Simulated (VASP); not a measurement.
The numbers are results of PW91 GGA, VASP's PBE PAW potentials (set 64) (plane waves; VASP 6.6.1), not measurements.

Input for VASP

### KPOINTS
```
K-points
0
gamma
  1 1 1
```

INCAR:
```
ALGO  =  All
EDIFF  =  1E-6
ENCUT  =  520
GGA  =  91
ISMEAR  =  0
ISPIN  =  2
ISYM  =  0
LASPH  =  T
LCHARG  =  F
LMAXMIX  =  4
LORBIT  =  10
LREAL  =  F
LWAVE  =  F
MAGMOM  =  1
NELM  =  200
NUPDOWN  =  1
PREC  =  Normal
SIGMA  =  0.01
SYSTEM  =  Cu atom
```

**POSCAR**
```
Cu atom
1
   12.0000000000     0.0000000000     0.0000000000
    0.0000000000    12.5000000000     0.0000000000
    0.0000000000     0.0000000000    13.0000000000
Cu
1
Direct
  0.0000000000   0.0000000000   0.0000000000
```

POTCAR, in this order: Cu (PBE.64 set). Program: vasp_gam. Read from the step before: WAVECAR.

Task: What will the output report for the number of irreducible k-points (NKPTS), largest plane-wave count, FFT grid (NGX, NGY, NGZ)?

Result: 
```json
{
 "number of irreducible k-points (NKPTS)": "1",
 "largest_plane_wave_count": "26244",
 "FFT grid (NGX, NGY, NGZ)": "70 × 70 × 80"
}
```

The cell is a free atom in a box.
